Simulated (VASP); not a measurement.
All values below come from AM05 GGA, VASP's PBE PAW potentials (set 64) (plane waves; VASP 6.6.1).

VASP ran on this input.

File KPOINTS:
```
Automatic mesh
0
Gamma
18 18 18
0 0 0
```

### POSCAR
```
Ni
1.0
  0.0000000000   1.7457780586   1.7457780586
  1.7457780586   0.0000000000   1.7457780586
  1.7457780586   1.7457780586   0.0000000000
Ni
1
Cartesian
  0.0000000000   0.0000000000   0.0000000000
```

**INCAR**
```
SYSTEM  =  Ni
PREC  =  Accurate; ENCUT  =  520; LREAL  =  .FALSE.
LASPH  =  .TRUE.
EDIFF  =  1E-7; NELM  =  100; ALGO  =  Normal
LMAXMIX  =  4
ISMEAR  =  1; SIGMA  =  0.1
GGA  =  AM
ISPIN  =  2; MAGMOM  =  0.6
ISIF  =  2
LWAVE  =  .FALSE.; LCHARG  =  .FALSE.; LORBIT  =  10
```

POTCAR, in this order: Ni (PBE.64 set). Program: vasp_std.

What VASP printed:

File OSZICAR:
```
       N       E                     dE             d eps       ncg     rms          rms(c)
DAV:   1     0.224030464338E+02    0.22403E+02   -0.48326E+03  7196   0.143E+03
DAV:   2    -0.662624563372E+01   -0.29029E+02   -0.27947E+02  7112   0.166E+02
DAV:   3    -0.705789069469E+01   -0.43165E+00   -0.43112E+00  8255   0.270E+01
DAV:   4    -0.706164746481E+01   -0.37568E-02   -0.37562E-02  7882   0.219E+00
DAV:   5    -0.706174938883E+01   -0.10192E-03   -0.10192E-03  7970   0.309E-01    0.107E+01
DAV:   6    -0.625487504707E+01    0.80687E+00   -0.18701E+01  7370   0.708E+01    0.600E+00
DAV:   7    -0.591042820131E+01    0.34445E+00   -0.29981E+00  7410   0.267E+01    0.195E+00
DAV:   8    -0.589284947621E+01    0.17579E-01   -0.23565E-02 10154   0.179E+00    0.946E-01
DAV:   9    -0.589027588883E+01    0.25736E-02   -0.16763E-03 10319   0.394E-01    0.268E-01
DAV:  10    -0.588960999484E+01    0.66589E-03   -0.64586E-04  9831   0.203E-01    0.325E-02
DAV:  11    -0.588960455414E+01    0.54407E-05   -0.18365E-05  8927   0.507E-02    0.330E-02
DAV:  12    -0.588960624107E+01   -0.16869E-05   -0.20145E-06  9364   0.154E-02    0.714E-03
DAV:  13    -0.588960663900E+01   -0.39794E-06   -0.28481E-07  5129   0.604E-03    0.250E-03
DAV:  14    -0.588960654750E+01    0.91504E-07   -0.15228E-08  3645   0.162E-03
   1 F= -.58896065E+01 E0= -.58896489E+01  d E =0.127169E-03  mag=     0.6144
```

File OUTCAR:
```
------------------------ aborting loop because EDIFF is reached ----------------------------------------
  FORCE on cell =-STRESS in cart. coord.  units (eV):
  Direction    XX          YY          ZZ          XY          YZ          ZX
  --------------------------------------------------------------------------------------
  Total       -0.4106583     -0.4106583     -0.4106583      0.0000000      0.0000000      0.0000000
  in kB      -61.8292724    -61.8292724    -61.8292724      0.0000000      0.0000000      0.0000000
  external PRESSURE =     -61.8292724 kB  Pullay stress =       0.0000000 kB
  volume of cell :       10.64
      direct lattice vectors                 reciprocal lattice vectors
     0.000000000  1.745778059  1.745778059    -0.286405249  0.286405249  0.286405249
     1.745778059  0.000000000  1.745778059     0.286405249 -0.286405249  0.286405249
     1.745778059  1.745778059  0.000000000     0.286405249  0.286405249 -0.286405249
 POSITION                                       TOTAL-FORCE (eV/Angst)
 -----------------------------------------------------------------------------------
      0.00000      0.00000      0.00000         0.000000      0.000000      0.000000
 -----------------------------------------------------------------------------------
    total drift:                                0.000000     -0.000000      0.000000
  FREE ENERGIE OF THE ION-ELECTRON SYSTEM (eV)
  ---------------------------------------------------
  free  energy   TOTEN  =        -5.8896065475 eV

  energy  without entropy=       -5.8897337165  energy(sigma->0) =       -5.88964894

 total charge

# of ion       s       p       d       tot
------------------------------------------
    1        0.508   0.521   8.319   9.348

 magnetization (x)

# of ion       s       p       d       tot
------------------------------------------
    1       -0.007  -0.023   0.650   0.620
```
(Selected blocks of OUTCAR.)

The compound is Ni in the fcc structure. This cell is one point of a volume scan, at 1.03 of the reference volume.
